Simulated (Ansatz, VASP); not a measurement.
## One calculation of Y2HfF, two programs

```
Y Hf F
1.0
     4.71733    0.00000    0.00000
     0.00000    4.71733    0.00000
     0.00000    0.00000    8.70894
Y Hf F
4 2 2
Direct
  0.00000 0.50000 0.66305
  0.50000 0.00000 0.33695
  0.50000 0.50000 0.00000
  0.00000 0.00000 0.00000
  0.50000 0.00000 0.72012
  0.00000 0.50000 0.27988
  0.00000 0.50000 0.01339
  0.50000 0.00000 0.98661
```

Change from the starting cell: species swapped into the CsAgCl2 type (P4/nmm, No. 129).

Alike in both runs: functional PBE; k mesh 4 × 4 × 2; occupations gaussian, width 0.1 eV; no spin polarisation.

Ansatz relaxed the structure, and its values are those at the end. VASP's run is a single point on that final structure, the one shown.

|  | VASP | Ansatz |
| --- | --- | --- |
| version | VASP 6.6.1 | Ansatz 0.2.0 |
| potentials or method | VASP PAW PBE potentials, release 64 (Y_sv, Hf_pv, F) | scalar-relativistic, plane waves, PAW |
| plane-wave cutoff (eV) | 520 | 420 |
| valence electrons in the cell | 78 | 110 |

|  | VASP | Ansatz | Ansatz less VASP |
| --- | --- | --- | --- |
| gap on the k mesh at the Fermi level (eV) | none | none | - |
| pressure (GPa) | -0.2 | 0.0 | +0.21 |
| rms of the force components (eV/Å) | 0.020 | 0.004 | -0.0167 |

A gap of «none» marks a metal or a gap that the smearing closes. The two sets of potentials don't hold the same shells in valence.

Caveats: the k mesh is coarse (spacing up to 0.36 Å⁻¹), so the values aren't converged. Spin-orbit coupling is left out, which matters for the levels of Hf.
